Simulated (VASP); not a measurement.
Calculation: PBE GGA, VASP's PBE PAW potentials (set 64) (plane waves; VASP).

Input for VASP

POSCAR:
```
BAs
1
    0.0000000000     2.4082175096     2.4082175096
    2.4082175096     0.0000000000     2.4082175096
    2.4082175096     2.4082175096     0.0000000000
B As
1 1
Direct
  0.0000000000   0.0000000000   0.0000000000
  0.2500000000   0.2500000000   0.2500000000
```

**INCAR**
```
ALGO = Normal
EDIFF = 1E-7
ENCUT = 600
GGA = PE
ISIF = 2
ISMEAR = 0
LASPH = T
LCHARG = F
LMAXMIX = 4
LREAL = F
LWAVE = F
NELM = 100
PREC = Accurate
SIGMA = 0.05
SYSTEM = BAs
```

### KPOINTS
```
K-points
0
Gamma
10 10 10
```

POTCAR, in this order: B As (PBE.64 set). Program: vasp_std.

What VASP printed:

OUTCAR:
```
 ion  position               nearest neighbor table
   1  0.000  0.000  0.000-   2 2.09   2 2.09   2 2.09   2 2.09
   2  0.250  0.250  0.250-   1 2.09   1 2.09   1 2.09   1 2.09
  LATTYP: Found a face centered cubic cell.
 ALAT       =     4.8164350192
 Subroutine PRICEL returns:
 Original cell was already a primitive cell.
 Subroutine GETGRP returns: Found 24 space group operations
The static configuration has the point symmetry T_d .
The dynamic configuration has the point symmetry T_d .
 Subroutine INISYM returns: Found 24 space group operations
 Subroutine IBZKPT returns following result:
 Found     47 irreducible k-points:

 Following reciprocal coordinates:
            Coordinates               Weight
  0.000000  0.000000  0.000000      1.000000
  0.100000  0.000000  0.000000      8.000000
  0.200000  0.000000  0.000000      8.000000
  0.300000  0.000000  0.000000      8.000000
  0.400000  0.000000  0.000000      8.000000
  0.500000  0.000000  0.000000      4.000000
  0.100000  0.100000  0.000000      6.000000
  0.200000  0.100000  0.000000     24.000000
  0.300000  0.100000  0.000000     24.000000
  0.400000  0.100000  0.000000     24.000000
  0.500000  0.100000  0.000000     24.000000
 -0.400000  0.100000  0.000000     24.000000
 -0.300000  0.100000  0.000000     24.000000
 -0.200000  0.100000  0.000000     24.000000
 -0.100000  0.100000  0.000000     12.000000
  0.200000  0.200000  0.000000      6.000000
  0.300000  0.200000  0.000000     24.000000
  0.400000  0.200000  0.000000     24.000000
  0.500000  0.200000  0.000000     24.000000
 -0.400000  0.200000  0.000000     24.000000
 -0.300000  0.200000  0.000000     24.000000
 -0.200000  0.200000  0.000000     12.000000
  0.300000  0.300000  0.000000      6.000000
  0.400000  0.300000  0.000000     24.000000
  0.500000  0.300000  0.000000     24.000000
 -0.400000  0.300000  0.000000     24.000000
 -0.300000  0.300000  0.000000     12.000000
  0.400000  0.400000  0.000000      6.000000
  0.500000  0.400000  0.000000     24.000000
 -0.400000  0.400000  0.000000     12.000000
  0.500000  0.500000  0.000000      3.000000
  0.300000  0.200000  0.100000     24.000000
  0.400000  0.200000  0.100000     48.000000
  0.500000  0.200000  0.100000     48.000000
 -0.400000  0.200000  0.100000     24.000000
  0.400000  0.300000  0.100000     24.000000
  0.500000  0.300000  0.100000     48.000000
 -0.400000  0.300000  0.100000     48.000000
 -0.300000  0.300000  0.100000     48.000000
 -0.200000  0.300000  0.100000     24.000000
   k-points           NKPTS =     47   k-points in BZ     NKDIM =     47   number of bands    NBANDS=      8
   number of dos      NEDOS =    301   number of ions     NIONS =      2
   total plane-waves  NPLWV =  21952
   dimension x,y,z NGX =    28 NGY =   28 NGZ =   28
   dimension x,y,z NGXF=    56 NGYF=   56 NGZF=   56
   ions per type =               1   1
   PREC   = accura    normal or accurate (medium, high low for compatibility)
   ISTART =      0    job   : 0-new  1-cont  2-samecut
   ICHARG =      2    charge: 1-file 2-atom 10-const
   ISPIN  =      1    spin polarized calculation?
   LNONCOLLINEAR =      F non collinear calculations
   LSORBIT =      F    spin-orbit coupling
   INIWAV =      1    electr: 0-lowe 1-rand  2-diag
   ENCUT  =  600.0 eV  44.10 Ry    6.64 a.u.   6.80  6.80  6.80*2*pi/ulx,y,z
   NELM   =    100;   NELMIN=  2; NELMDL= -5     # of ELM steps
   EDIFF  = 0.1E-06   stopping-criterion for ELM
   LREAL  =      F    real-space projection
   NLSPLINE    = F    spline interpolate recip. space projectors
   LMAXMIX     =    4 max onsite mixed and CHGCAR
...
```

OSZICAR:
```
       N       E                     dE             d eps       ncg     rms          rms(c)
DAV:   1     0.153208589177E+02    0.15321E+02   -0.42120E+03   752   0.979E+02
DAV:   2    -0.116143283693E+02   -0.26935E+02   -0.26025E+02  1144   0.113E+02
DAV:   3    -0.120064998004E+02   -0.39217E+00   -0.39217E+00   872   0.181E+01
DAV:   4    -0.120071863314E+02   -0.68653E-03   -0.68653E-03  1104   0.784E-01
DAV:   5    -0.120071865852E+02   -0.25382E-06   -0.25382E-06   864   0.116E-02    0.477E+00
DAV:   6    -0.114738216061E+02    0.53336E+00   -0.17533E+00   784   0.678E+00    0.236E+00
DAV:   7    -0.114205812163E+02    0.53240E-01   -0.18759E-01  1064   0.264E+00    0.939E-01
DAV:   8    -0.114140233483E+02    0.65579E-02   -0.21243E-02   816   0.102E+00    0.112E-01
DAV:   9    -0.114143401258E+02   -0.31678E-03   -0.61326E-04   960   0.198E-01    0.632E-02
DAV:  10    -0.114145253554E+02   -0.18523E-03   -0.29571E-04   872   0.127E-01    0.160E-02
DAV:  11    -0.114145312284E+02   -0.58730E-05   -0.11797E-05  1144   0.269E-02    0.131E-02
DAV:  12    -0.114145309114E+02    0.31709E-06   -0.25371E-06   808   0.112E-02    0.215E-03
DAV:  13    -0.114145309199E+02   -0.85101E-08   -0.76886E-08   672   0.228E-03
   1 F= -.11414531E+02 E0= -.11414531E+02  d E =-.149595E-10
```

File OUTCAR:
```
------------------------ aborting loop because EDIFF is reached ----------------------------------------
  FORCE on cell =-STRESS in cart. coord.  units (eV):
  Direction    XX          YY          ZZ          XY          YZ          ZX
  --------------------------------------------------------------------------------------
  Total       -0.0005401     -0.0005401     -0.0005401      0.0000000      0.0000000      0.0000000
  in kB       -0.0309798     -0.0309798     -0.0309798      0.0000000      0.0000000      0.0000000
  external PRESSURE =      -0.0309798 kB  Pullay stress =       0.0000000 kB
  volume of cell :       27.93
      direct lattice vectors                 reciprocal lattice vectors
     0.000000000  2.408217510  2.408217510    -0.207622442  0.207622442  0.207622442
     2.408217510  0.000000000  2.408217510     0.207622442 -0.207622442  0.207622442
     2.408217510  2.408217510  0.000000000     0.207622442  0.207622442 -0.207622442
  FREE ENERGIE OF THE ION-ELECTRON SYSTEM (eV)
  ---------------------------------------------------
  free  energy   TOTEN  =       -11.4145309199 eV

  energy  without entropy=      -11.4145309198  energy(sigma->0) =      -11.41453092
```
(Selected blocks of OUTCAR.)

The compound is BAs in the zinc blende structure. It was relaxed first.
